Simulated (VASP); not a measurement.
Consider the following.

```xyz
8
Lattice="5.8781 0.0000 0.0000 0.0000 5.8781 0.0000 0.0000 0.0000 5.8781" Properties=species:S:1:pos:R:3 pbc="T T T"
Hg     0.0000     0.0000     0.0000
Hg     2.9390     2.9390     0.0000
Hg     2.9390     5.8781     2.9390
Se     1.3028     1.6362     1.6362
Se     4.5753     4.2419     1.6362
Se     4.5753     1.6362     4.2419
Se     1.3028     4.2419     4.2419
Be     0.0000     2.9390     2.9390
```

The numbers are results of PBEsol GGA, VASP's PBE PAW potentials (set 64) (plane waves; VASP), not measurements. Settings: 400 eV cut-off, 6×6×6 Γ-centred mesh, tetrahedra with Blöchl corrections, potentials Hg Se Be.

The cores are frozen, which limits the accuracy of field gradients.

Q: Give the principal components of the electric field gradient (V/Å²) and the asymmetry η at each nucleus.

A: 
```csv
atom,Vxx,Vyy,Vzz,η
Hg1,-79.1,-79.1,158.1,0.00
Hg2,-79.1,-79.1,158.1,0.00
Hg3,-79.1,-79.1,158.1,0.00
Se4,6.3,6.3,-12.7,0.00
Se5,6.3,6.3,-12.7,0.00
Se6,6.3,6.3,-12.7,0.00
Se7,6.3,6.3,-12.7,0.00
Be8,0.0,0.0,0.0,-
```

The structure was generated: BeHg3Se4 was put into an ordered model structure (P-43m), which need not be its known phase. It was relaxed first.
